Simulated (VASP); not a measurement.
# YAl3 (Pm-3m) in VASP: relaxation of cell and atoms with LDA

Aim: the relaxation of cell and atoms of YAl3 with LDA.

Everything below comes from runs of VASP 6.6.1. Logs are shortened: lines on timing, memory, paths and dates and some standing lists are left out, and cuts for length are marked.

### Step 1. The cell of the first run

Symmetry: Pm-3m, No. 221, cubic system. The conventional cell has a = 4.240 Å, b = 4.240 Å, c = 4.240 Å, α = 90.00°, β = 90.00°, γ = 90.00°. Y (site symmetry m-3m) is surrounded by 12 Al at 3.00 Å. Al (site symmetry 4/mmm) is surrounded by 4 Y at 3.00 Å and 8 Al at 3.00 Å.

The cell comes from a database or a generator and needn't be the stable form of this composition.

### Step 2. Relaxation of cell and atoms, LDA (cell and atoms relaxed by PAW)

INCAR reads:

```
  PREC = Accurate
  ENCUT = 600
  EDIFF = 1E-7
  ISMEAR = -1
  SIGMA = 0.1
  LREAL = False
  LASPH = True
  NELM = 100
  ALGO = Fast
  ISIF = 3
  LWAVE = False
  LCHARG = False
  GGA = CA
  IBRION = 2
  NSW = 100
  EDIFFG = -0.002
```

KPOINTS reads:

```
Automatic mesh
0
Gamma
  8 8 8
```

POSCAR reads:

```
YAl3
1.0
    4.2400305600      0.0000000000      0.0000000000
    0.0000000000      4.2400305600      0.0000000000
    0.0000000000      0.0000000000      4.2400305600
Y Al
1 3
Direct
    0.0000000000      0.0000000000      0.0000000000
    0.0000000000      0.5000000000      0.5000000000
    0.5000000000      0.5000000000      0.0000000000
    0.5000000000      0.0000000000      0.5000000000
```

Potentials or basis: VASP PAW LDA potentials, release 64 (Y_sv, Al).

Started as:

```sh
> cat potpaw_LDA.64/Y_sv/POTCAR potpaw_LDA.64/Al/POTCAR > POTCAR
> mpirun -np 1 vasp_std > vasp.out
```

OUTCAR:

```text
PREC = Accurate
   ENCUT = 600
   EDIFF = 1E-7
   ISMEAR = -1
   LREAL = False
   LASPH = True
   NELM = 100
   ISIF = 3
   GGA = CA
   IBRION = 2
   NSW = 100
   EDIFFG = -0.002

 ion  position               nearest neighbor table
   1  0.000  0.000  0.000-   2 3.00   3 3.00   4 3.00   2 3.00   4 3.00   2 3.00   3 3.00   2 3.00
                             3 3.00   4 3.00   4 3.00   3 3.00
   2  0.000  0.500  0.500-   1 3.00   3 3.00   4 3.00   1 3.00   3 3.00   1 3.00   4 3.00   1 3.00
                             3 3.00   4 3.00   3 3.00   4 3.00
   3  0.500  0.500  0.000-   1 3.00   2 3.00   4 3.00   2 3.00   4 3.00   1 3.00   4 3.00   4 3.00
                             1 3.00   2 3.00   2 3.00   1 3.00
   4  0.500  0.000  0.500-   1 3.00   2 3.00   3 3.00   1 3.00   3 3.00   2 3.00   3 3.00   3 3.00
                             1 3.00   2 3.00   1 3.00   2 3.00

  LATTYP: Found a simple cubic cell.
 ALAT       =     4.2400305600

  Lattice vectors:

 A1 = (   4.2400305600,   0.0000000000,   0.0000000000)
 A2 = (   0.0000000000,   4.2400305600,   0.0000000000)
 A3 = (   0.0000000000,   0.0000000000,   4.2400305600)

Analysis of symmetry for initial positions (statically):
=====================================================================
 Subroutine PRICEL returns:
 Original cell was already a primitive cell.

 Routine SETGRP: Setting up the symmetry group for a
 simple cubic supercell.

 Subroutine GETGRP returns: Found 48 space group operations
 (whereof 48 operations were pure point group operations)
 out of a pool of 48 trial point group operations.

The static configuration has the point symmetry O_h .

Analysis of symmetry for dynamics (positions and initial velocities):
=====================================================================
 Subroutine PRICEL returns:
 Original cell was already a primitive cell.

 Routine SETGRP: Setting up the symmetry group for a
 simple cubic supercell.

 Subroutine GETGRP returns: Found 48 space group operations
 (whereof 48 operations were pure point group operations)
 out of a pool of 48 trial point group operations.

The dynamic configuration has the point symmetry O_h .

 Subroutine INISYM returns: Found 48 space group operations
 (whereof 48 operations are pure point group operations),
 and found     1 'primitive' translations

----------------------------------------------------------------------------------------

                                     Primitive cell

  volume of cell :      76.2267

  direct lattice vectors                    reciprocal lattice vectors
     4.240030560  0.000000000  0.000000000     0.235847357  0.000000000  0.000000000
     0.000000000  4.240030560  0.000000000     0.000000000  0.235847357  0.000000000
     0.000000000  0.000000000  4.240030560     0.000000000  0.000000000  0.235847357

  length of vectors
     4.240030560  4.240030560  4.240030560     0.235847357  0.235847357  0.235847357

  position of ions in fractional coordinates (direct lattice)
     0.000000000  0.000000000  0.000000000
     0.000000000  0.500000000  0.500000000
     0.500000000  0.500000000  0.000000000
     0.500000000  0.000000000  0.500000000

  ion indices of the primitive-cell ions
   primitive index   ion index
                 1           1
                 2           2
                 3           3
                 4           4

----------------------------------------------------------------------------------------

 KPOINTS: Automatic mesh

Automatic generation of k-mesh.
 Grid dimensions read from file:
 generate k-points for:    8    8    8

 Generating k-lattice:

  Cartesian coordinates                     Fractional coordinates (reciprocal lattice)
     0.029480920  0.000000000  0.000000000     0.125000000  0.000000000  0.000000000
     0.000000000  0.029480920  0.000000000     0.000000000  0.125000000  0.000000000
     0.000000000  0.000000000  0.029480920     0.000000000  0.000000000  0.125000000

  Length of vectors
     0.029480920  0.029480920  0.029480920

  Shift w.r.t. Gamma in fractional coordinates (k-lattice)
     0.000000000  0.000000000  0.000000000

 Subroutine IBZKPT returns following result:
 ===========================================

 Found     35 irreducible k-points:

 Following reciprocal coordinates:
            Coordinates               Weight
  0.000000  0.000000  0.000000      1.000000
  0.125000  0.000000  0.000000      6.000000
  0.250000  0.000000  0.000000      6.000000
  0.375000  0.000000  0.000000      6.000000
  0.500000  0.000000  0.000000      3.000000
  0.125000  0.125000  0.000000     12.000000
[... 16 lines left out ...]
  0.375000  0.375000  0.125000     24.000000
  0.500000  0.375000  0.125000     24.000000
 [... further k-points ...]
   k-points           NKPTS =     35   k-points in BZ     NKDIM =     35   number of bands    NBANDS=     14
   number of dos      NEDOS =    301   number of ions     NIONS =      4
   total plane-waves  NPLWV =  46656
   dimension x,y,z NGX =    36 NGY =   36 NGZ =   36
   dimension x,y,z NGXF=    72 NGYF=   72 NGZF=   72
   ions per type =               1   3
   NGX,Y,Z   is equivalent  to a cutoff of  14.12, 14.12, 14.12 a.u.
   NGXF,Y,Z  is equivalent  to a cutoff of  28.23, 28.23, 28.23 a.u.
 SYSTEM =  unknown system
   PREC   = accura    normal or accurate (medium, high low for compatibility)
   ISTART =      0    job   : 0-new  1-cont  2-samecut
   ICHARG =      2    charge: 1-file 2-atom 10-const
   ISPIN  =      1    spin polarized calculation?
   LNONCOLLINEAR =      F non collinear calculations
   LSORBIT =      F    spin-orbit coupling
   LASPH  =      T    aspherical Exc in radial PAW
   ENCUT  =  600.0 eV  44.10 Ry    6.64 a.u.   8.47  8.47  8.47*2*pi/ulx,y,z
   NELM   =    100;   NELMIN=  2; NELMDL= -5     # of ELM steps
   EDIFF  = 0.1E-06   stopping-criterion for ELM
   LREAL  =      F    real-space projection
   EDIFFG = -.2E-02   stopping-criterion for IOM
   NSW    =    100    number of steps for IOM
   IBRION =      2    ionic relax: 0-MD 1-quasi-New 2-CG
   NFREE  =      1    steps in history (QN), initial steepest desc. (CG)
   ISIF   =      3    stress and relaxation
   ISYM   =      2    0-nonsym 1-usesym 2-fastsym
   POTIM  = 0.5000    time-step for ionic-motion
   TEBEG  =    0.0;   TEEND  =   0.0 temperature during run
   PSTRESS=    0.0 pullay stress
   NELECT =      20.0000    total number of electrons
   NUPDOWN=      -1.0000    fix difference up-down
   EMIN   =  10.00;   EMAX   =-10.00  energy-range for DOS
   EFERMI =   0.00;   METHOD = LEGACY
   ISMEAR =    -1;   SIGMA  =   0.10  broadening in eV -4-tet -1-fermi 0-gaus
   EFERMI_NEDOS =   21; number of points for ismear=-14 and -15
   IALGO  =     68    algorithm
   IMIX   =      4    mixing-type and parameters
     AMIX     =   0.40;   BMIX     =  1.00
     AMIX_MAG =   1.60;   BMIX_MAG =  1.00
  volume/ion in A,a.u.               =      19.06       128.60
  Fermi-wavevector in a.u.,A,eV,Ry     =   1.048051  1.980530 14.944794  1.098411
  Thomas-Fermi vector in A             =   2.182957
   LORBIT       =      0    0 simple, 1 ext, 2 COOP (PROOUT), +10 PAW based schemes
   GGA     = CA    functional components
   LHFCALC =     F    Hartree Fock is set to
   AEXX    =    0.0000 exact exchange contribution
   IVDW    =     0    specifies the selected vdW correction
   LEPSILON=     F    determine dielectric tensor
   LRPA    =     F    only Hartree local field effects (RPA)
 conjugate gradient relaxation of ions
 non-spin polarized calculation
 RMM-DIIS sequential band-by-band and
  energy-cutoff  :      600.00
  volume of cell :       76.23
 maximum number of plane-waves:      2564
 NGX is ok and might be reduce to    36
   NGX = 17   NGY = 17   NGZ = 17

--------------------------------------- Ionic step        1  -------------------------------------------

 number of electron      19.9999999 magnetization

 Free energy of the ion-electron system (eV)
  ---------------------------------------------------
  ext. energy  EPLUGINS =         0.00000000
  ---------------------------------------------------
  free energy    TOTEN  =       -21.38817401 eV

  energy without entropy =      -21.34110919  energy(sigma->0) =      -21.36464160

------------------------ aborting loop because EDIFF is reached ----------------------------------------

  FORCE on cell =-STRESS in cart. coord.  units (eV):
  Direction    XX          YY          ZZ          XY          YZ          ZX
  --------------------------------------------------------------------------------------
  -------------------------------------------------------------------------------------
  Total       -1.4089963     -1.4089963     -1.4089963     -0.0000000      0.0000000     -0.0000000
  in kB      -29.6151186    -29.6151186    -29.6151186     -0.0000000      0.0000000     -0.0000000
  external PRESSURE =     -29.6151186 kB  Pullay stress =       0.0000000 kB
[... 61 lines left out ...]
  energy  without entropy=      -21.3675968003  energy(sigma->0) =      -21.38980127

--------------------------------------- Ionic step        3  -------------------------------------------

 number of electron      20.0000000 magnetization

 Free energy of the ion-electron system (eV)
  ---------------------------------------------------
  ext. energy  EPLUGINS =         0.00000000
  ---------------------------------------------------
  free energy    TOTEN  =       -21.41546770 eV

  energy without entropy =      -21.37035810  energy(sigma->0) =      -21.39291290

 E-fermi :   6.5931     XC(G=0): -10.5460

 val. band max:        6.5867218816   @ k =   0.5000   0.2500   0.2500
 cond. band min:       6.6135932423   @ k =   0.2500   0.2500   0.0000
 fundamental gap:      0.0268713607
 Fermi energy:         6.5930821181

 k-point     1 :       0.0000    0.0000    0.0000
  band No.  band energies     occupation
      1     -34.8496      2.00000
      2     -15.1228      2.00000
      3     -15.1228      2.00000
      4     -15.1228      2.00000
      5      -2.9346      2.00000
      6       3.6501      2.00000
      7       3.6501      2.00000
      8       5.1679      2.00000
      9       5.1679      2.00000
     10       5.1679      2.00000
     11       8.3048      0.00000
     12       8.3048      0.00000
     13       8.3048      0.00000
     14       8.3490      0.00000
[... 375 lines left out ...]
 k-point    24 :       0.5000    0.3750    0.1250
  band No.  band energies     occupation
      1     -34.8416      2.00000
      2     -15.2216      2.00000
      3     -15.2032      2.00000
      4     -15.1194      2.00000
      5      -0.1518      2.00000
      6       1.0548      2.00000
      7       1.9683      2.00000
      8       3.3596      2.00000
      9       5.1363      2.00000
     10       5.6297      1.99987
     11       6.7423      0.36727
     12       8.9107      0.00000
     13       9.6188      0.00000
     14       9.9569      0.00000

 [... further k-points ...]
[... 5 lines left out ...]
  --------------------------------------------------------------------------------------
  -------------------------------------------------------------------------------------
  Total       -0.0002881     -0.0002881     -0.0002881     -0.0000000      0.0000000      0.0000000
  in kB       -0.0062910     -0.0062910     -0.0062910     -0.0000000      0.0000000      0.0000000
  external PRESSURE =      -0.0062910 kB  Pullay stress =       0.0000000 kB
[... 19 lines left out ...]
  FREE ENERGIE OF THE ION-ELECTRON SYSTEM (eV)
  ---------------------------------------------------
  free  energy   TOTEN  =       -21.4154676991 eV

  energy  without entropy=      -21.3703581021  energy(sigma->0) =      -21.39291290

 reached required accuracy - stopping structural energy minimisation
```

It took 64 s on 1 thread of Intel Xeon 6975P-C (Granite Rapids), shared host; peak memory 0.23 GiB.

What came out:

| Property | Result |
| --- | --- |
| Free energy | -21.4155 eV |
| Relaxed volume | 18.34 Å³/atom |
| Relaxed cell | a = 4.186 Å, b = 4.186 Å, c = 4.186 Å, α = 90.00°, β = 90.00°, γ = 90.00° |
| Space group after relaxing (to 0.05 Å) | Pm-3m (No. 221) |
| Energy gained by relaxing | 6.8 meV/atom |
| Ionic steps | 3 |
| Pressure after relaxing | 0.0 GPa |
| Band gap on the k mesh | none (metal or under the smearing width) |

The path:
```csv
step,energy change (eV),largest force (eV/Å),pressure (GPa),volume (Å³)
1,0.0000,0.0000,-2.96,76.23
2,-0.0238,0.0000,1.16,72.41
3,-0.0273,0.0000,0.00,73.37
```

Final structure:
```xyz
4
Lattice="4.1864 0.0000 0.0000 0.0000 4.1864 0.0000 0.0000 0.0000 4.1864" Properties=species:S:1:pos:R:3 pbc="T T T"
Y     0.0000    0.0000    0.0000
Al    0.0000    2.0932    2.0932
Al    2.0932    2.0932    0.0000
Al    2.0932    0.0000    2.0932
```
